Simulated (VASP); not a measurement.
MoS2:

```
CELL_PARAMETERS angstrom
3.16100 0.00000 0.00000
-1.58050 2.73751 0.00000
0.00000 0.00000 12.29500
ATOMIC_POSITIONS crystal
Mo 0.33333 0.66667 0.25000
Mo 0.66667 0.33333 0.75000
S 0.66667 0.33333 0.37729
S 0.66667 0.33333 0.12271
S 0.33333 0.66667 0.87729
S 0.33333 0.66667 0.62271
```

The cell was built by a generator and needn't be a form met in nature.

Base run:

```yaml
Program: VASP 6.6.1
Functional: vdW-DF
Potentials_or_basis: VASP PAW PBE potentials, release 64 (Mo_sv, S)
Cutoff: 520 eV
k_mesh: 8 × 8 × 2
Occupations: fermi-dirac, width 0.05 eV
Spin: no spin polarisation
```

Its results: band gap on the k mesh 1.01 eV, indirect (least direct gap 1.94 eV); pressure 8.4 GPa; largest force 0.443 eV/Å.

**Question.** The run is repeated on the same cell with these changes: functional from vdW-DF to rev-vdW-DF2. What comes out?

**Answer.** Band gap on the k mesh 0.95 eV, indirect (least direct gap 1.95 eV); pressure 1.0 GPa; largest force 0.105 eV/Å.

Caveats: the PAW data sets were made with another functional, which shifts forces and pressure a little.

A k mesh can miss the band edges.

Not every run made on this cell is shown here.
